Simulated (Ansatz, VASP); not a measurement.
**MoS2: VASP beside Ansatz**

Wanted: the spread between two codes on one cell, functional and k mesh. The cell is taken from a series of runs on this material, whose earlier steps may have relaxed, scaled, displaced or heated it; both programs get it as it stands.

Main program and level: Ansatz 0.2.0; plane waves, with VASP 6.6.1 beside it; PBEsol.

**1. The structure**

The cell holds 3 atoms: 1 Mo and 2 S. Cell: a = 3.268 Å, b = 3.268 Å, c = 29.504 Å, α = 90.0°, β = 90.0°, γ = 120.0°. Vacuum lies along c.

As a file:

```
Mo S
1.0
     3.26764    0.00000    0.00000
    -1.63382    2.82986    0.00000
     0.00000    0.00000   29.50400
Mo S
1 2
Direct
  0.00000 0.00000 0.33894
  0.33333 0.66667 0.39046
  0.66667 0.33333 0.28741
```

**2. VASP: zone-centre phonons, PBEsol**

Second derivatives magnify differences that forces hide, and they need a tight electronic threshold.

Lines of VASP's logs that name or quote its potential files are left out, and so is its time.

INCAR

```
SYSTEM = MoS2
PREC = Accurate
ENCUT = 500
EDIFF = 1E-08
NELM = 120
ISMEAR = 1
SIGMA = 0.2
LREAL = .FALSE.
ALGO = Normal
GGA = PS
NBANDS = 19
LASPH = .TRUE.
LORBIT = 11
LWAVE = .FALSE.
LCHARG = .FALSE.
ISIF = 2
IBRION = 8
GGA_COMPAT = .FALSE.
NELMDL = -8
KPAR = 2
```

POSCAR

```
MoS2
1.0
    3.2676415726      0.0000000000      0.0000000000
   -1.6338207863      2.8298606123      0.0000000000
    0.0000000000      0.0000000000     29.5040000000
Mo S
1 2
Direct
    0.0000000000      0.0000000000      0.3389370933
    0.3333333333      0.6666666667      0.3904598853
    0.6666666667      0.3333333333      0.2874143013
```

KPOINTS

```
Automatic mesh
0
Gamma
15 15 1
0 0 0
```

Potentials, in the order of the species: Mo_sv and S (PBE family, release 64).

On the command line:

```console
mpirun -np 2 vasp_std
```

Numbers of over 12 decimals in the logs are rounded to 6 here.

Output:

```text
[banner, memory and clock lines left out]
running    2 mpi-ranks, on    1 nodes
 distrk:  each k-point on    1 cores,    2 groups
 distr:  one band on    1 cores,    1 groups

 POSCAR found type information on POSCAR MoS
 POSCAR found :  2 types and       3 ions
|                                                                             |
|               ----> ADVICE to this user running VASP <----                  |
|                                                                             |
|     You enforced a specific xc type in the INCAR file but a different       |
|     [... a line on the potential file left out ...]
|     I HOPE YOU KNOW WHAT YOU ARE DOING!                                     |
|                                                                             |

 LDA part: xc-table for (Slater+PW92), standard interpolation
 POSCAR, INCAR and KPOINTS ok, starting setup
 FFT: planning ... GRIDC
 FFT: planning ... GRID_SOFT
 FFT: planning ... GRID
 WAVECAR not read
 entering main loop
       N       E                     dE             d eps       ncg     rms          rms(c)
DAV:   1     0.146337064267E+03    0.14634E+03   -0.12562E+04  1458   0.990E+02
DAV:   2    -0.104766380428E+02   -0.15681E+03   -0.15424E+03  1433   0.213E+02
DAV:   3    -0.239713325701E+02   -0.13495E+02   -0.13350E+02  1408   0.565E+01
DAV:   4    -0.241891258624E+02   -0.21779E+00   -0.21566E+00  1393   0.757E+00
DAV:   5    -0.241934494880E+02   -0.43236E-02   -0.43171E-02  1406   0.107E+00
DAV:   6    -0.241935834722E+02   -0.13398E-03   -0.13398E-03  1403   0.178E-01
DAV:   7    -0.241935899395E+02   -0.64673E-05   -0.64678E-05  1420   0.352E-02
DAV:   8    -0.241935902885E+02   -0.34899E-06   -0.34876E-06  1430   0.762E-03    0.229E+01
DAV:   9    -0.230323551687E+02    0.11612E+01   -0.15904E+01  1053   0.223E+01    0.921E+00
DAV:  10    -0.228659067366E+02    0.16645E+00   -0.10077E+01  1087   0.165E+01    0.636E+00
DAV:  11    -0.224698749302E+02    0.39603E+00   -0.19655E+00  1079   0.779E+00    0.160E+00
DAV:  12    -0.224751172904E+02   -0.52424E-02   -0.88032E-02  1311   0.169E+00    0.937E-01
DAV:  13    -0.224675731442E+02    0.75441E-02   -0.51150E-02  1159   0.128E+00    0.140E-01
DAV:  14    -0.224671098187E+02    0.46333E-03   -0.19972E-03  1165   0.281E-01    0.691E-02
[...]
DAV:  23    -0.224674476462E+02   -0.13360E-04   -0.52424E-07  1124   0.219E-03    0.908E-04
DAV:  24    -0.224674502772E+02   -0.26310E-05   -0.48348E-08  1169   0.737E-04    0.577E-04
DAV:  25    -0.224674538993E+02   -0.36221E-05   -0.97578E-08  1087   0.746E-04    0.330E-04
DAV:  26    -0.224674545197E+02   -0.62039E-06   -0.68754E-09  1109   0.261E-04    0.236E-04
DAV:  27    -0.224674549039E+02   -0.38423E-06   -0.17776E-09   944   0.147E-04    0.560E-05
DAV:  28    -0.224674549936E+02   -0.89668E-07    0.29685E-10   867   0.742E-05    0.659E-05
DAV:  29    -0.224674550394E+02   -0.45842E-07    0.54755E-10   807   0.540E-05    0.100E-05
DAV:  30    -0.224674550432E+02   -0.37303E-08    0.76444E-10   693   0.207E-05
   1 F= -.22467455E+02 E0= -.22469113E+02  d E =0.497524E-02
 Linear response reoptimize wavefunctions to high precision
DAV:   1    -0.224674550457E+02   -0.24993E-08    0.76877E-10   785   0.170E-05
DAV:   2    -0.224674550457E+02   -0.23647E-10    0.79792E-10   693   0.469E-06
 Linear response DOF=           4
 Linear response progress:
  Degree of freedom:   1/  4
       N       E                     dE             d eps       ncg     rms          rms(c)
RMM:   1    -0.781010908576E+00   -0.78101E+00    0.35177E+00  2642   0.204E+01
RMM:   2    -0.577179184580E+00    0.20383E+00   -0.28214E-01  3668   0.364E+00    0.135E-01
RMM:   3    -0.576902966803E+00    0.27622E-03   -0.58802E-03  4835   0.495E-01    0.716E-02
RMM:   4    -0.575987478075E+00    0.91549E-03   -0.60426E-04  5334   0.155E-01    0.245E-02
RMM:   5    -0.575811294310E+00    0.17618E-03   -0.82283E-05  5650   0.487E-02    0.701E-03
RMM:   6    -0.575841784685E+00   -0.30490E-04   -0.22579E-05  5224   0.164E-02    0.312E-03
RMM:   7    -0.575853439890E+00   -0.11655E-04   -0.70351E-06  5241   0.748E-03    0.140E-03
RMM:   8    -0.575869566275E+00   -0.16126E-04   -0.38580E-06  5058   0.374E-03    0.414E-04
RMM:   9    -0.575869224248E+00    0.34203E-06   -0.53955E-07  5500   0.178E-03    0.108E-04
RMM:  10    -0.575870725737E+00   -0.15015E-05   -0.14909E-06  5671   0.913E-04    0.578E-05
RMM:  11    -0.575872173660E+00   -0.14479E-05   -0.58041E-07  5238   0.502E-04    0.118E-05
RMM:  12    -0.575872336517E+00   -0.16286E-06   -0.70582E-07  5960   0.263E-04    0.843E-06
RMM:  13    -0.575872561202E+00   -0.22469E-06   -0.18609E-07  5440   0.157E-04    0.339E-06
RMM:  14    -0.575872626566E+00   -0.65363E-07   -0.36000E-07  5813   0.950E-05    0.286E-06
RMM:  15    -0.575872692284E+00   -0.65718E-07   -0.18841E-07  5494   0.624E-05    0.205E-06
RMM:  16    -0.575872791408E+00   -0.99124E-07   -0.49020E-08  5300   0.462E-05    0.109E-06
RMM:  17    -0.575872750226E+00    0.41182E-07   -0.59432E-08  4774   0.315E-05    0.112E-06
RMM:  18    -0.575872770921E+00   -0.20695E-07   -0.76644E-08  4869   0.239E-05    0.764E-07
RMM:  19    -0.575872790026E+00   -0.19105E-07   -0.64473E-08  5082   0.202E-05    0.331E-07
RMM:  20    -0.575872801412E+00   -0.11386E-07   -0.24176E-08  4869   0.177E-05    0.261E-07
RMM:  21    -0.575872803736E+00   -0.23239E-08   -0.14586E-08  3516   0.159E-05    0.246E-07
 first order change of Fermi-energy   0.15487E-02
 force on displaced ion       1 direction 1 :  -6.294   0.000   0.000
 Linear response progress:
  Degree of freedom:   2/  4
       N       E                     dE             d eps       ncg     rms          rms(c)
RMM:   1    -0.935530138635E+00   -0.93553E+00    0.44538E+00  1105   0.212E+01
RMM:   2    -0.743507792241E+00    0.19202E+00   -0.28510E-01  1592   0.350E+00    0.187E-01
RMM:   3    -0.742539670715E+00    0.96812E-03   -0.80352E-03  1972   0.535E-01    0.114E-01
RMM:   4    -0.741338161004E+00    0.12015E-02   -0.74506E-04  2249   0.181E-01    0.695E-02
RMM:   5    -0.740968670232E+00    0.36949E-03   -0.25830E-04  2437   0.699E-02    0.191E-02
RMM:   6    -0.740948932057E+00    0.19738E-04   -0.33458E-05  1967   0.282E-02    0.509E-03
RMM:   7    -0.741014267329E+00   -0.65335E-04   -0.58972E-06  2125   0.116E-02    0.302E-03
RMM:   8    -0.741022594939E+00   -0.83276E-05   -0.20206E-06  2184   0.459E-03    0.152E-03
RMM:   9    -0.741030581667E+00   -0.79867E-05    0.24984E-07  2100   0.241E-03    0.101E-03
RMM:  10    -0.741031140025E+00   -0.55836E-06   -0.79268E-07  2119   0.999E-04    0.316E-04
RMM:  11    -0.741032218259E+00   -0.10782E-05   -0.78492E-08  1876   0.787E-04    0.109E-04
RMM:  12    -0.741031849709E+00    0.36855E-06    0.40841E-08  2089   0.418E-04    0.111E-04
RMM:  13    -0.741031107800E+00    0.74191E-06    0.37852E-08  1920   0.385E-04    0.907E-05
RMM:  14    -0.741031605716E+00   -0.49792E-06    0.31125E-08  2097   0.180E-04    0.320E-05
RMM:  15    -0.741031915349E+00   -0.30963E-06    0.17471E-08  2039   0.191E-04    0.312E-05
RMM:  16    -0.741031756434E+00    0.15891E-06    0.70351E-08  2051   0.790E-05    0.170E-05
RMM:  17    -0.741031729885E+00    0.26549E-07   -0.42491E-08  1987   0.914E-05    0.632E-06
RMM:  18    -0.741031754323E+00   -0.24438E-07   -0.62386E-09  2141   0.404E-05    0.434E-06
RMM:  19    -0.741031757886E+00   -0.35630E-08   -0.79263E-09  1979   0.455E-05    0.141E-06
 first order change of Fermi-energy  -0.52016E-02
 force on displaced ion       1 direction 3 :   0.000  -0.000 -21.752
 Linear response progress:
  Degree of freedom:   3/  4
       N       E                     dE             d eps       ncg     rms          rms(c)
RMM:   1    -0.107645178449E+00   -0.10765E+00   -0.12626E-01 10695   0.177E+00
RMM:   2    -0.935647613514E-01    0.14080E-01   -0.12791E-02  7227   0.566E-01    0.123E-01
RMM:   3    -0.939851529195E-01   -0.42039E-03   -0.62338E-04  7081   0.129E-01    0.679E-02
RMM:   4    -0.942811396150E-01   -0.29599E-03   -0.11020E-04  7420   0.553E-02    0.136E-02
RMM:   5    -0.942647528601E-01    0.16387E-04   -0.37592E-06  7741   0.129E-02    0.596E-03
RMM:   6    -0.942455131482E-01    0.19240E-04    0.33954E-07  7602   0.432E-03    0.226E-03
RMM:   7    -0.942566321550E-01   -0.11119E-04   -0.49427E-08  7173   0.183E-03    0.723E-04
RMM:   8    -0.942570471014E-01   -0.41495E-06    0.30140E-07  7564   0.626E-04    0.281E-04
RMM:   9    -0.942565202688E-01    0.52683E-06    0.49603E-08  8125   0.176E-04    0.110E-04
RMM:  10    -0.942561386259E-01    0.38164E-06   -0.63086E-10  7595   0.842E-05    0.152E-05
RMM:  11    -0.942561900100E-01   -0.51384E-07   -0.41003E-08  8381   0.386E-05    0.486E-06
RMM:  12    -0.942562087772E-01   -0.18767E-07    0.12862E-08  8045   0.223E-05    0.163E-06
RMM:  13    -0.942562053334E-01    0.34438E-08    0.12967E-08  7451   0.179E-05    0.756E-07
 first order change of Fermi-energy   0.18872E-03
 force on displaced ion       2 direction 1 :  -5.520  -0.006  -0.003
 Linear response progress:
  Degree of freedom:   4/  4
       N       E                     dE             d eps       ncg     rms          rms(c)
RMM:   1    -0.169564679082E+00   -0.16956E+00   -0.12168E-01  2547   0.184E+00
RMM:   2    -0.152780300162E+00    0.16784E-01   -0.15052E-02  1708   0.612E-01    0.324E-01
RMM:   3    -0.153015689354E+00   -0.23539E-03   -0.10187E-03  1634   0.177E-01    0.231E-01
RMM:   4    -0.153271257512E+00   -0.25557E-03   -0.55486E-04  1590   0.137E-01    0.728E-02
RMM:   5    -0.153178315105E+00    0.92942E-04   -0.24354E-04  1586   0.917E-02    0.294E-02
RMM:   6    -0.153179806485E+00   -0.14914E-05   -0.12622E-05  1706   0.216E-02    0.766E-03
RMM:   7    -0.153174743661E+00    0.50628E-05   -0.10582E-06  1845   0.590E-03    0.334E-03
RMM:   8    -0.153173805198E+00    0.93846E-06   -0.79945E-08  1785   0.127E-03    0.136E-03
RMM:   9    -0.153175289721E+00   -0.14845E-05   -0.58624E-08  1758   0.573E-04    0.630E-04
RMM:  10    -0.153175750760E+00   -0.46104E-06   -0.10868E-07  1718   0.305E-04    0.870E-05
RMM:  11    -0.153175019816E+00    0.73094E-06   -0.33199E-08  1816   0.143E-04    0.307E-05
RMM:  12    -0.153174935278E+00    0.84539E-07   -0.45928E-08  1764   0.687E-05    0.203E-05
RMM:  13    -0.153174776834E+00    0.15844E-06    0.25542E-09  1831   0.113E-04    0.297E-05
RMM:  14    -0.153174704940E+00    0.71894E-07    0.63361E-08  1807   0.441E-05    0.107E-05
RMM:  15    -0.153174632384E+00    0.72556E-07   -0.39575E-08  1946   0.501E-05    0.835E-06
RMM:  16    -0.153174624558E+00    0.78260E-08    0.16080E-08  1861   0.328E-05    0.354E-06
 first order change of Fermi-energy  -0.10205E+00
 force on displaced ion       2 direction 3 :   0.000  -0.000 -12.828
 Linear response finished
```

OUTCAR, selected parts (step 2):

```text
ion  position               nearest neighbor table
   1  0.000  0.000  0.339-   2 2.42   3 2.42   2 2.42   3 2.42   3 2.42   2 2.42
   2  0.333  0.667  0.390-   1 2.42   1 2.42   1 2.42
   3  0.667  0.333  0.287-   1 2.42   1 2.42   1 2.42

  LATTYP: Found a hexagonal cell.
 ALAT       =     3.2676415726
 C/A-ratio  =     9.0291420722

 Subroutine GETGRP returns: Found 12 space group operations
 (whereof  6 operations were pure point group operations)

The static configuration has the point symmetry C_3v.
 The point group associated with its full space group is D_3d.

 Found     27 irreducible k-points:

   k-points           NKPTS =     27   k-points in BZ     NKDIM =     27   number of bands    NBANDS=     19

   dimension x,y,z NGX =    24 NGY =   24 NGZ =  216
   dimension x,y,z NGXF=    48 NGYF=   48 NGZF=  432

   ENCUT  =  500.0 eV  36.75 Ry    6.06 a.u.   5.96  5.96 53.79*2*pi/ulx,y,z

   NELECT =      26.0000    total number of electrons

 k-points in reciprocal lattice and weights: Automatic mesh
   0.00000000  0.00000000  0.00000000       0.004
   0.06666667 -0.00000000  0.00000000       0.027
   0.13333333  0.00000000  0.00000000       0.027
   0.20000000 -0.00000000  0.00000000       0.027
   0.26666667  0.00000000  0.00000000       0.027
   0.33333333 -0.00000000  0.00000000       0.027
   0.40000000  0.00000000  0.00000000       0.027
   0.46666667 -0.00000000  0.00000000       0.027
   0.06666667  0.06666667  0.00000000       0.027
[...]
0.33333333  0.26666667  0.00000000       0.053
   0.33333333  0.33333333  0.00000000       0.009

 average (electrostatic) potential at core
       1 -84.9843       2 -94.6842       3 -94.6842

  Total       -2.1843247     -2.1843247     -0.0019000      0.0000000      0.0000000      0.0000000
  in kB      -12.8276594    -12.8276594     -0.0111578      0.0000000      0.0000000      0.0000000
  external PRESSURE =      -8.5554922 kB  Pullay stress =       0.0000000 kB

  energy-cutoff  :      500.00
  volume of cell :      272.82
      direct lattice vectors                 reciprocal lattice vectors
     3.267641573  0.000000000  0.000000000     0.306031117  0.176687148  0.000000000
    -1.633820786  2.829860612  0.000000000     0.000000000  0.353374295  0.000000000
     0.000000000  0.000000000 29.504000000     0.000000000  0.000000000  0.033893709

 POSITION                                       TOTAL-FORCE (eV/Angst)
 -----------------------------------------------------------------------------------
      0.00000      0.00000     10.00000         0.000000      0.000000      0.000000
     -0.00000      1.88657     11.52013         0.000000      0.000000      0.006813
      1.63382      0.94329      8.47987        -0.000000     -0.000000     -0.006813
 -----------------------------------------------------------------------------------
    total drift:                               -0.000000     -0.000000      0.000018

 Eigenvectors and eigenvalues of the dynamical matrix
 ----------------------------------------------------

   1 f  =   11.754278 THz    73.854307 2PiTHz  392.080512 cm-1    48.611766 meV
             X         Y         Z           dx          dy          dz
      0.000000  0.000000 10.000000    -0.000000    0.000000   -0.633296
     -0.000000  1.886574 11.520128    -0.000000    0.000000    0.547237
      1.633821  0.943287  8.479872     0.000000   -0.000000    0.547237

   2 f  =   10.620247 THz    66.728981 2PiTHz  354.253315 cm-1    43.921794 meV
             X         Y         Z           dx          dy          dz
      0.000000  0.000000 10.000000    -0.000000    0.000000   -0.000000
     -0.000000  1.886574 11.520128    -0.000000    0.000000    0.707107
      1.633821  0.943287  8.479872     0.000000   -0.000000   -0.707107

   3 f  =    7.764673 THz    48.786880 2PiTHz  259.001616 cm-1    32.112093 meV
             X         Y         Z           dx          dy          dz
      0.000000  0.000000 10.000000     0.000000    0.000000   -0.000000
     -0.000000  1.886574 11.520128    -0.707107   -0.000006   -0.000000
      1.633821  0.943287  8.479872     0.707107    0.000006   -0.000000

   4 f  =    7.764673 THz    48.786880 2PiTHz  259.001616 cm-1    32.112093 meV
             X         Y         Z           dx          dy          dz
      0.000000  0.000000 10.000000    -0.000000    0.000000    0.000000
     -0.000000  1.886574 11.520128    -0.000006    0.707107   -0.000000
      1.633821  0.943287  8.479872     0.000006   -0.707107    0.000000

   5 f  =    6.315050 THz    39.678628 2PiTHz  210.647387 cm-1    26.116936 meV
             X         Y         Z           dx          dy          dz
      0.000000  0.000000 10.000000     0.634055   -0.000011    0.000000
     -0.000000  1.886574 11.520128    -0.546797    0.000009    0.000000
      1.633821  0.943287  8.479872    -0.546797    0.000009   -0.000000

   6 f  =    6.315050 THz    39.678628 2PiTHz  210.647387 cm-1    26.116936 meV
             X         Y         Z           dx          dy          dz
      0.000000  0.000000 10.000000     0.000011    0.634055    0.000000
     -0.000000  1.886574 11.520128    -0.000009   -0.546797    0.000000
      1.633821  0.943287  8.479872    -0.000009   -0.546797   -0.000000

   7 f/i=    0.005027 THz     0.031585 2PiTHz    0.167679 cm-1     0.020790 meV
             X         Y         Z           dx          dy          dz
      0.000000  0.000000 10.000000    -0.000000   -0.000000   -0.773910
     -0.000000  1.886574 11.520128    -0.000000   -0.000000   -0.447808
      1.633821  0.943287  8.479872    -0.000000   -0.000000   -0.447808

   8 f/i=    0.008899 THz     0.055915 2PiTHz    0.296842 cm-1     0.036804 meV
             X         Y         Z           dx          dy          dz
      0.000000  0.000000 10.000000     0.010484    0.773217   -0.000000
     -0.000000  1.886574 11.520128     0.006079    0.448304   -0.000000
      1.633821  0.943287  8.479872     0.006079    0.448304   -0.000000

   9 f/i=    0.008899 THz     0.055915 2PiTHz    0.296842 cm-1     0.036804 meV
             X         Y         Z           dx          dy          dz
      0.000000  0.000000 10.000000     0.773217   -0.010484   -0.000000
     -0.000000  1.886574 11.520128     0.448304   -0.006079   -0.000000
      1.633821  0.943287  8.479872     0.448304   -0.006079   -0.000000

 ELASTIC MODULI CONTR FROM IONIC RELAXATION (kBar)
 Direction    XX          YY          ZZ          XY          YZ          ZX
 --------------------------------------------------------------------------------
 XX        -153.2349    -94.1334   -222.6587     -0.0000     83.3668      0.0000
 YY         -94.1334   -153.2349   -222.6587     -0.0000    -83.3668      0.0000
 ZZ        -222.6587   -222.6587   -400.8347     -0.0000     -0.0000      0.0000
 XY          -0.0000     -0.0000     -0.0000    -29.5508      0.0000     72.9104
 YZ          83.3668    -83.3668     -0.0000      0.0000   -235.1889     -0.0000
 ZX           0.0000      0.0000      0.0000     72.9104     -0.0000   -179.8912
 --------------------------------------------------------------------------------
```

This run has no spin polarisation, so a moment on Mo, if there is one, isn't seen.

[end of part 1 of 2]

[Lines on the potential files, build, host, timing and source positions are cut from VASP's logs without a mark.]

[Logs are printed without paths, hosts, clocks, repeated set-up lines and the standing remarks that a program may print on its own settings, such as how far it seeks lower states.]

[Hosts, paths, dates, database ids (printed as entryN), source tags and the programs' standing remarks are cut or masked in the printed files.]
